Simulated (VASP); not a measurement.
Input:

```
NbSi2
1.0
    4.78755     0.00000     0.00000
   -2.39377     4.14614     0.00000
    0.00000     0.00000     6.58473
Nb Si
3 6
Cartesian
  1.19689   2.07307   4.38982
 -1.19689   2.07307   2.19491
  2.39377   0.00000   6.58473
  1.25332   3.48770   2.19491
  2.39377   2.82926   0.00000
 -1.25332   3.48770   4.38982
  1.14045   0.65844   2.19491
  0.00000   1.31688   0.00000
  3.64710   0.65844   4.38982
```

Calculation: r2SCAN meta-GGA, VASP's PBE PAW potentials (set 64) (plane waves; VASP 6.6.1). Numerical set-up: 400 eV cut-off, 8×8×5 Γ-centred mesh, tetrahedra with Blöchl corrections, potentials Nb_sv Si.

Predict the energy per atom (σ→0), band gap (over mesh and band path) with the smallest direct gap where there is one.

* **band gap (over mesh and band path)**: none (metal, semimetal or under 0.01 eV)
* **energy per atom (σ→0)**: -14.664 eV/atom

The absolute energy has meaning only against runs of the same code, potentials and settings.

The structure comes from a computed database's NbSi2 entry (P6_422); how it stands against other phases isn't given here. It was relaxed first. The electron count is odd and the run is not spin-polarised, which forces a metal.
